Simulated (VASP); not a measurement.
These are LDA (Ceperley-Alder, Perdew-Zunger), VASP's LDA PAW potentials (set 64) (plane waves; VASP) values and carry that method's errors.

A VASP calculation is set up with these files.

INCAR:
```
ALGO  =  Normal
CSHIFT  =  0.1
EDIFF  =  1E-7
ENCUT  =  520
ISMEAR  =  0
LASPH  =  .TRUE.
LCHARG  =  .FALSE.
LOPTICS  =  .TRUE.
LREAL  =  .FALSE.
LWAVE  =  .FALSE.
NBANDS  =  27
NEDOS  =  1001
NELM  =  100
PREC  =  Accurate
SIGMA  =  0.01
SYSTEM  =  LiCl
```

**KPOINTS**
```
Automatic mesh
0
Gamma
12 12 12
0 0 0
```

File POSCAR:
```
LiCl
1
    0.0000000000     2.4807355413     2.4807355413
    2.4807355413     0.0000000000     2.4807355413
    2.4807355413     2.4807355413     0.0000000000
Li Cl
1 1
Direct
  0.0000000000   0.0000000000   0.0000000000
  0.5000000000   0.5000000000   0.5000000000
```

POTCAR, in this order: Li_sv Cl (LDA.64 set). Program: vasp_std.

Output

**OSZICAR**
```
       N       E                     dE             d eps       ncg     rms          rms(c)
DAV:   1     0.373723064650E+02    0.37372E+02   -0.34973E+03  3888   0.342E+02
DAV:   2    -0.653195948390E+01   -0.43904E+02   -0.41723E+02  5137   0.932E+01
DAV:   3    -0.815269148460E+01   -0.16207E+01   -0.16085E+01  4898   0.155E+01
DAV:   4    -0.816599481924E+01   -0.13303E-01   -0.13297E-01  4693   0.142E+00
DAV:   5    -0.816606737435E+01   -0.72555E-04   -0.72553E-04  4763   0.105E-01    0.253E+00
DAV:   6    -0.810372760826E+01    0.62340E-01   -0.61106E-02  4907   0.658E-01    0.174E+00
DAV:   7    -0.809652072610E+01    0.72069E-02   -0.19163E-02  5533   0.399E-01    0.856E-01
DAV:   8    -0.809632895276E+01    0.19177E-03   -0.18209E-03  5128   0.158E-01    0.185E-01
DAV:   9    -0.809628486952E+01    0.44083E-04   -0.89411E-05  4625   0.361E-02    0.285E-02
DAV:  10    -0.809629112542E+01   -0.62559E-05   -0.70103E-06  4988   0.951E-03    0.981E-03
DAV:  11    -0.809629104964E+01    0.75775E-07   -0.12055E-06  4763   0.350E-03    0.139E-03
DAV:  12    -0.809629102740E+01    0.22248E-07   -0.56329E-08  3546   0.932E-04
   1 F= -.80962910E+01 E0= -.80962910E+01  d E =-.766821E-42
 imaginary and real dielectric function
```

File OUTCAR:
```
------------------------ aborting loop because EDIFF is reached ----------------------------------------
  FORCE on cell =-STRESS in cart. coord.  units (eV):
  Direction    XX          YY          ZZ          XY          YZ          ZX
  --------------------------------------------------------------------------------------
  Total       -0.0013536     -0.0013536     -0.0013536      0.0000000      0.0000000     -0.0000000
  in kB       -0.0710262     -0.0710262     -0.0710262      0.0000000      0.0000000     -0.0000000
  external PRESSURE =      -0.0710262 kB  Pullay stress =       0.0000000 kB
  volume of cell :       30.53
      direct lattice vectors                 reciprocal lattice vectors
     0.000000000  2.480735541  2.480735541    -0.201553125  0.201553125  0.201553125
     2.480735541  0.000000000  2.480735541     0.201553125 -0.201553125  0.201553125
     2.480735541  2.480735541  0.000000000     0.201553125  0.201553125 -0.201553125
  FREE ENERGIE OF THE ION-ELECTRON SYSTEM (eV)
  ---------------------------------------------------
  free  energy   TOTEN  =        -8.0962910274 eV

  energy  without entropy=       -8.0962910274  energy(sigma->0) =       -8.09629103

 plasma frequency squared (from intraband transitions) (eV^2)
  --------------------------------------------------------------------------------------
       0.000      -0.000       0.000
      -0.000       0.000      -0.000
       0.000      -0.000       0.000

 plasma frequency squared (from interband transitions, int dw w eps(2)(w)) (eV^2)
  --------------------------------------------------------------------------------------
     357.027       0.000       0.000       0.000       0.000      -0.000
       0.000      -0.000     357.027       0.000       0.000      -0.000
       0.000       0.000       0.000       0.000     357.027       0.000
```
(Selected blocks of OUTCAR.)

The compound is LiCl in the rock salt structure. It was relaxed first, which changed the volume by -10 %.
